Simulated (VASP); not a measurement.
Output of a VASP run:

OUTCAR:
```
 ion  position               nearest neighbor table
   1  0.000  0.000  0.000-   2 2.59   3 2.59   4 2.59   5 2.59
   2  0.252  0.252  0.252-   6 2.57   7 2.57   8 2.57   1 2.59
   3  0.748  0.748  0.252-   6 2.57   7 2.57   8 2.57   1 2.59
   4  0.748  0.252  0.748-   6 2.57   7 2.57   8 2.57   1 2.59
   5  0.252  0.748  0.748-   6 2.57   7 2.57   8 2.57   1 2.59
   6  0.500  0.500  0.000-   2 2.57   3 2.57   4 2.57   5 2.57
   7  0.500  0.000  0.500-   2 2.57   3 2.57   4 2.57   5 2.57
   8  0.000  0.500  0.500-   2 2.57   3 2.57   4 2.57   5 2.57
  LATTYP: Found a simple cubic cell.
 ALAT       =     5.9435794909
 Subroutine PRICEL returns:
 Original cell was already a primitive cell.
 Subroutine GETGRP returns: Found 24 space group operations
The static configuration has the point symmetry T_d .
The dynamic configuration has the point symmetry T_d .
 Subroutine INISYM returns: Found 24 space group operations
 Subroutine IBZKPT returns following result:
 Found     10 irreducible k-points:

 Following reciprocal coordinates:
            Coordinates               Weight
  0.000000  0.000000  0.000000      1.000000
  0.250000  0.000000  0.000000      6.000000
  0.500000  0.000000  0.000000      3.000000
  0.250000  0.250000  0.000000     12.000000
  0.500000  0.250000  0.000000     12.000000
  0.500000  0.500000  0.000000      3.000000
  0.250000  0.250000  0.250000      8.000000
  0.500000  0.250000  0.250000     12.000000
  0.500000  0.500000  0.250000      6.000000
  0.500000  0.500000  0.500000      1.000000
   k-points           NKPTS =     10   k-points in BZ     NKDIM =     10   number of bands    NBANDS=     43
   number of dos      NEDOS =    301   number of ions     NIONS =      8
   total plane-waves  NPLWV =  64000
   dimension x,y,z NGX =    40 NGY =   40 NGZ =   40
   dimension x,y,z NGXF=    80 NGYF=   80 NGZF=   80
   ions per type =               1   4   3
   PREC   = accura    normal or accurate (medium, high low for compatibility)
   ISTART =      0    job   : 0-new  1-cont  2-samecut
   ICHARG =      2    charge: 1-file 2-atom 10-const
   ISPIN  =      1    spin polarized calculation?
   LNONCOLLINEAR =      F non collinear calculations
   LSORBIT =      F    spin-orbit coupling
   INIWAV =      1    electr: 0-lowe 1-rand  2-diag
   ENCUT  =  400.0 eV  29.40 Ry    5.42 a.u.   9.69  9.69  9.69*2*pi/ulx,y,z
   NELM   =    100;   NELMIN=  2; NELMDL= -5     # of ELM steps
   EDIFF  = 0.1E-05   stopping-criterion for ELM
   LREAL  =      F    real-space projection
   NLSPLINE    = F    spline interpolate recip. space projectors
   LMAXMIX     =    6 max onsite mixed and CHGCAR
   VOSKOWN=      0    Vosko Wilk Nusair interpolation
   EDIFFG = 0.1E-04   stopping-criterion for IOM
   NSW    =      0    number of steps for IOM
   NBLOCK =      1;   KBLOCK =      1    inner block; outer block
   IBRION =     -1    ionic relax: 0-MD 1-quasi-New 2-CG
   NFREE  =      0    steps in history (QN), initial steepest desc. (CG)
   ISIF   =      2    stress and relaxation
   ISYM   =      2    0-nonsym 1-usesym 2-fastsym
   TEIN   =    0.0    initial temperature
   TEBEG  =    0.0;   TEEND  =   0.0 temperature during run
   SMASS  =  -3.00    Nose mass-parameter (am)
   PSTRESS=    0.0 pullay stress
   NELECT =      72.0000    total number of electrons
   EFERMI =   0.00;   METHOD = LEGACY
   ISMEAR =     0;   SIGMA  =   0.05  broadening in eV -4-tet -1-fermi 0-gaus
   IALGO  =     38    algorithm
   LDIAG  =      T    sub-space diagonalisation (order eigenvalues)
   IMIX   =      4    mixing-type and parameters
     AMIX     =   0.40;   BMIX     =  1.00
     AMIX_MAG =   1.60;   BMIX_MAG =  1.00
     AMIN     =   0.10
   GGA     = PE    functional components
   VOSKOWN =     0    Vosko Wilk Nusair interpolation
   LHFCALC =     F    Hartree Fock is set to
   LHFONE  =     F    Hartree Fock one center treatment
   AEXX    =    0.0000 exact exchange contribution
   IVDW    =     0    specifies the selected vdW correction
   LEPSILON=     F    determine dielectric tensor
   LRPA    =     F    only Hartree local field effects (RPA)
...
```

File OSZICAR:
```
       N       E                     dE             d eps       ncg     rms          rms(c)
DAV:   1     0.456764512758E+03    0.45676E+03   -0.30208E+04   860   0.124E+03
DAV:   2     0.407817027782E+01   -0.45269E+03   -0.44299E+03   981   0.339E+02
DAV:   3    -0.246761212145E+02   -0.28754E+02   -0.28613E+02  1002   0.840E+01
DAV:   4    -0.250845678745E+02   -0.40845E+00   -0.40786E+00   994   0.984E+00
DAV:   5    -0.250920089232E+02   -0.74410E-02   -0.74383E-02  1002   0.132E+00    0.161E+01
DAV:   6    -0.229770070057E+02    0.21150E+01   -0.50719E+00  1123   0.180E+01    0.126E+01
DAV:   7    -0.229859182811E+02   -0.89113E-02   -0.19626E+00   904   0.585E+00    0.605E+00
DAV:   8    -0.229766461713E+02    0.92721E-02   -0.33181E-01  1036   0.430E+00    0.866E-01
DAV:   9    -0.229679960528E+02    0.86501E-02   -0.67182E-02  1060   0.231E+00    0.251E-01
DAV:  10    -0.229684820324E+02   -0.48598E-03   -0.38293E-03   934   0.330E-01    0.153E-01
DAV:  11    -0.229684973593E+02   -0.15327E-04   -0.18643E-04   993   0.626E-02    0.158E-01
DAV:  12    -0.229684990025E+02   -0.16432E-05   -0.24907E-06   745   0.877E-03    0.158E-01
DAV:  13    -0.229685013637E+02   -0.23612E-05   -0.75732E-06   923   0.198E-02    0.153E-01
DAV:  14    -0.229688003420E+02   -0.29898E-03   -0.11716E-03   887   0.256E-01    0.409E-01
DAV:  15    -0.229687406218E+02    0.59720E-04   -0.15049E-04   909   0.100E-01    0.195E-01
DAV:  16    -0.229687265379E+02    0.14084E-04   -0.16415E-05   995   0.225E-02    0.133E-01
DAV:  17    -0.229687112186E+02    0.15319E-04   -0.39266E-05   934   0.434E-02    0.235E-02
DAV:  18    -0.229687101635E+02    0.10551E-05   -0.43568E-06   810   0.962E-03    0.189E-02
DAV:  19    -0.229687101028E+02    0.60665E-07   -0.43671E-07   514   0.467E-03
   1 F= -.22968710E+02 E0= -.22968710E+02  d E =-.120072E-13
```

OUTCAR:
```
------------------------ aborting loop because EDIFF is reached ----------------------------------------
  FORCE on cell =-STRESS in cart. coord.  units (eV):
  Direction    XX          YY          ZZ          XY          YZ          ZX
  --------------------------------------------------------------------------------------
  Total       -0.0503059     -0.0503059     -0.0503059      0.0000000      0.0000000     -0.0000000
  in kB       -0.3838710     -0.3838710     -0.3838710      0.0000000      0.0000000     -0.0000000
  external PRESSURE =      -0.3838710 kB  Pullay stress =       0.0000000 kB
  volume of cell :      209.96
      direct lattice vectors                 reciprocal lattice vectors
     5.943579491  0.000000000  0.000000000     0.168248780  0.000000000  0.000000000
     0.000000000  5.943579491  0.000000000     0.000000000  0.168248780  0.000000000
     0.000000000  0.000000000  5.943579491     0.000000000  0.000000000  0.168248780
 POSITION                                       TOTAL-FORCE (eV/Angst)
 -----------------------------------------------------------------------------------
      0.00000      0.00000      0.00000         0.000000      0.000000      0.000000
      1.49723      1.49723      1.49723         0.001957      0.001957      0.001957
      4.44635      4.44635      1.49723        -0.001957     -0.001957      0.001957
      4.44635      1.49723      4.44635        -0.001957      0.001957     -0.001957
      1.49723      4.44635      4.44635         0.001957     -0.001957     -0.001957
      2.97179      2.97179      0.00000         0.000000     -0.000000      0.000000
      2.97179      0.00000      2.97179         0.000000      0.000000      0.000000
      0.00000      2.97179      2.97179         0.000000     -0.000000      0.000000
 -----------------------------------------------------------------------------------
    total drift:                                0.000000      0.000000      0.000000
  FREE ENERGIE OF THE ION-ELECTRON SYSTEM (eV)
  ---------------------------------------------------
  free  energy   TOTEN  =       -22.9687101028 eV

  energy  without entropy=      -22.9687101028  energy(sigma->0) =      -22.96871010
```
(Selected blocks of OUTCAR.)

**POSCAR**
```
Cd3HgS4
1
    5.9435794909     0.0000000000    -0.0000000000
    0.0000000000     5.9435794909    -0.0000000000
    0.0000000000     0.0000000000     5.9435794909
Hg S Cd
1 4 3
Direct
  1.0000000000   1.0000000000   1.0000000000
  0.2519077011   0.2519077011   0.2519077011
  0.7480922989   0.7480922989   0.2519077011
  0.7480922989   0.2519077011   0.7480922989
  0.2519077011   0.7480922989   0.7480922989
  0.5000000000   0.5000000000   0.0000000000
  0.5000000000   1.0000000000   0.5000000000
  0.0000000000   0.5000000000   0.5000000000
```

Task: Reconstruct the remaining input files.

Result: This is not unique; one that fits is the input of the run itself, PBE GGA, plane waves, VASP's PBE PAW potentials (set 64).

### INCAR
```
ALGO = Normal
EDIFF = 1E-6
ENCUT = 400
GGA = PE
ISMEAR = 0
LASPH = T
LCHARG = T
LMAXMIX = 6
LREAL = F
LWAVE = F
NELM = 100
PREC = Accurate
SIGMA = 0.05
SYSTEM = Cd3HgS4
```

**KPOINTS**
```
kpoints
0
Gamma
  4 4 4
0 0 0
```

POTCAR, in this order: Hg S Cd (PBE.64 set). Program: vasp_std.

The structure was generated: Cd3HgS4 was put into an ordered model structure (P-43m), which need not be its known phase. It was relaxed first, which changed the volume by +6 %.
